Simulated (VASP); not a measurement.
The system is Mn2C.

```
Mn C
1.0
    -2.09500    2.09500    4.20000
     2.09500   -2.09500    4.20000
     2.09500    2.09500   -4.20000
Mn C
4 2
Direct
  0.99000 0.49000 0.50000
  0.51000 0.01000 0.50000
  0.24000 0.24000 0.00000
  0.76000 0.76000 0.00000
  0.75000 0.25000 0.50000
  0.00000 0.00000 0.00000
```

The cell was built by a generator and needn't be a form met in nature.

```yaml
Program: VASP 6.6.1
Task: relaxation of cell and atoms
Functional: PBE
Potentials_or_basis: VASP PAW PBE potentials, release 64 (Mn_pv, C)
Cutoff: 520 eV
k_mesh: 6 × 6 × 6
Occupations: gaussian, width 0.15 eV
Spin: collinear spin, ferromagnetic start
Starting_moments: "[4.0, 4.0, 4.0, 4.0, 0.0, 0.0] μB"
```

At the start: pressure -20.0 GPa; volume 12.29 Å³/atom.

Q: How do energy, volume and symmetry change on relaxing?

A: Over 9 steps the energy falls by 111.1 meV/atom and the volume is 9.51 Å³/atom (-22.6 %); space group I4_1/amd (No. 141, to 0.05 Å); moment 0.29 μB per cell.

The path:
```tsv
step	energy change (eV)	largest force (eV/Å)	pressure (GPa)	volume (Å³)
1	0.0000	0.9332	-19.99	73.74
2	-0.6007	0.4875	2.15	58.55
3	-0.3420	0.3167	-18.02	62.85
4	-0.5979	0.3685	-3.92	59.13
5	-0.6008	0.4379	-2.47	58.84
6	-0.6289	0.1187	0.09	57.96
7	-0.6302	0.0386	0.84	57.70
8	-0.6535	0.0258	0.50	57.45
9	-0.6664	0.0281	-0.24	57.04
```

Final structure:
```
Mn C
1.0
    -1.93510    1.93510    3.80845
     1.93510   -1.93510    3.80845
     1.93510    1.93510   -3.80845
Mn C
4 2
Direct
  0.99365 0.49365 0.50000
  0.50635 0.00635 0.50000
  0.24365 0.24365 0.00000
  0.75635 0.75635 0.00000
  0.75000 0.25000 0.50000
  0.00000 0.00000 0.00000
```

Caveat: the volume moved by over 15 % at a fixed basis, so the end points are rough; the moment fell far below its start of 4 μB, so a state of higher moment may lie lower in energy.
